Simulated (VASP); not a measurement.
Write the native input for VASP 6.6.1 that does the following.

```
Task                   : single point
Functional             : PBE
Potentials or basis    : VASP PAW PBE potentials, release 64 (Ba_sv, In_d, Ir)
Cutoff                 : 520 eV
k mesh                 : 3 × 2 × 3
Occupations            : fermi-dirac, width 0.1 eV
Spin                   : no spin polarisation
Dipole correction      : no
Further INCAR settings : ALGO = Fast; EDIFF = 1e-06; NBANDS = 55
```

The structure of BaIn2Ir lies in POSCAR:

```
BaIn2Ir
1.0
    6.8127660000     -0.1279980000      0.0243970000
   -0.8495550000      7.3070800000     -0.1029160000
   -1.4093080000     -0.8800280000      4.5882900000
Ba In Ir
2 4 2
Direct
    0.4174072017      0.8552793289      0.3689475696
    0.8209122359      0.2322954177      0.3273544435
    0.7008527822      0.6728774377      0.9927110425
    0.3195944099      0.1183920213      0.8839099727
    0.4193650759      0.4213919370      0.4686324803
    0.0541511436      0.6514418952      0.5929877293
    0.9002833720      0.9433551361      0.7922043122
    0.0873389067      0.4026324014      0.9970114158
```

The cell was built by a generator and needn't be a form met in nature.

These files were run (other wordings do the same):

INCAR

```
ALGO = Fast ; EDIFF = 1E-6
ENCUT = 520 ; GGA = PE
ISIF = 2 ; ISMEAR = -1
LASPH = True ; LCHARG = True
LELF = True ; LREAL = False
LVHAR = True ; LWAVE = False
NBANDS = 55 ; NELM = 100
PREC = Accurate ; SIGMA = 0.1
```

KPOINTS

```
k-points
0
Gamma
  3 2 3
```

Potentials or basis: VASP PAW PBE potentials, release 64 (Ba_sv, In_d, Ir).

Run with:

```sh
$ cat potpaw_PBE.64/Ba_sv/POTCAR potpaw_PBE.64/In_d/POTCAR potpaw_PBE.64/Ir/POTCAR > POTCAR
$ mpirun -np 1 vasp_std > vasp.out
```

It gave:

The pressure is 1.1 GPa and the largest force is 2.051 eV/Å. The band gap on the k mesh is none (metal or under the smearing width).

Caveat: the k mesh is coarse (spacing up to 0.46 Å⁻¹), so the values aren't converged.

Run time: 4 min on 1 thread of Intel(R) Xeon(R) Platinum 8259CL CPU @ 2.50GHz (Skylake/Cascade Lake), on a shared host, peak memory 0.39 GiB.
